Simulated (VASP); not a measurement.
Wanted: the native input for a VASP 6.6.1 run.

* Task: density of states
* Functional: PBE
* Potentials or basis: VASP PAW PBE potentials, release 64 (Zn, Te, O)
* Cutoff: 520 eV
* k mesh: 6 × 6 × 6
* Occupations: gaussian, width 0.1 eV
* Spin: no spin polarisation
* k mesh for the DOS: 9 × 9 × 9
* Occupations for the DOS: tetrahedron
* Further INCAR settings: ALGO = Normal; EDIFF = 1e-06; NBANDS = 46

Zn4Te3O:

```
CELL_PARAMETERS angstrom
5.79544 0.00000 0.00000
0.00000 5.79544 0.00000
0.00000 0.00000 5.79544
ATOMIC_POSITIONS crystal
Zn 0.21051 0.78949 0.78949
Zn 0.78949 0.78949 0.21051
Zn 0.78949 0.21051 0.78949
Zn 0.21051 0.21051 0.21051
Te 0.50000 0.00000 0.50000
Te 0.00000 0.50000 0.50000
Te 0.50000 0.50000 0.00000
O 0.00000 0.00000 0.00000
```

The cell was built by a generator and needn't be a form met in nature.

These files were run (other wordings do the same):

POSCAR

```
Zn4Te3O
1.0
    5.7954400000      0.0000000000      0.0000000000
    0.0000000000      5.7954400000      0.0000000000
    0.0000000000      0.0000000000      5.7954400000
Zn Te O
4 3 1
Direct
    0.2105120000      0.7894880000      0.7894880000
    0.7894880000      0.7894880000      0.2105120000
    0.7894880000      0.2105120000      0.7894880000
    0.2105120000      0.2105120000      0.2105120000
    0.5000000000      0.0000000000      0.5000000000
    0.0000000000      0.5000000000      0.5000000000
    0.5000000000      0.5000000000      0.0000000000
    0.0000000000      0.0000000000      0.0000000000
```

INCAR.step1

```
PREC = Accurate ; ENCUT = 520
EDIFF = 1E-6 ; ISMEAR = 0
SIGMA = 0.1 ; LREAL = False
LASPH = True ; NELM = 80
ALGO = Normal ; ISIF = 2
LWAVE = False ; LCHARG = True
GGA = PE ; NBANDS = 46
KPAR = 2
```

KPOINTS.step1

```
regular mesh
0
Gamma
  6 6 6
```

INCAR.step2

```
PREC = Accurate ; ENCUT = 520
EDIFF = 1E-6 ; ISMEAR = -5
SIGMA = 0.1 ; LREAL = False
LASPH = True ; NELM = 80
ALGO = Normal ; ISIF = 2
LWAVE = False ; LCHARG = False
GGA = PE ; LORBIT = 10
NBANDS = 46 ; KPAR = 2
NEDOS = 2001 ; ICHARG = 11
```

KPOINTS.step2

```
regular mesh
0
Gamma
  9 9 9
```

Potentials or basis: VASP PAW PBE potentials, release 64 (Zn, Te, O).

Command:

```console
$ cat potpaw_PBE.64/Zn/POTCAR potpaw_PBE.64/Te/POTCAR potpaw_PBE.64/O/POTCAR > POTCAR
$ cp INCAR.step1 INCAR
$ cp KPOINTS.step1 KPOINTS
$ mpirun -np 2 vasp_std > vasp.out
$ cp INCAR.step2 INCAR
$ cp KPOINTS.step2 KPOINTS
$ mpirun -np 2 vasp_std > vasp.out
```

Results of the run:

- Valence electrons inside the program's atomic spheres: Zn 10.68; Te 3.45; O 4.90

Run time: 4.9 min on 2 MPI ranks on Intel(R) Xeon(R) Platinum 8488C (Sapphire Rapids), with other jobs on the host, peak memory 0.45 GiB a rank.
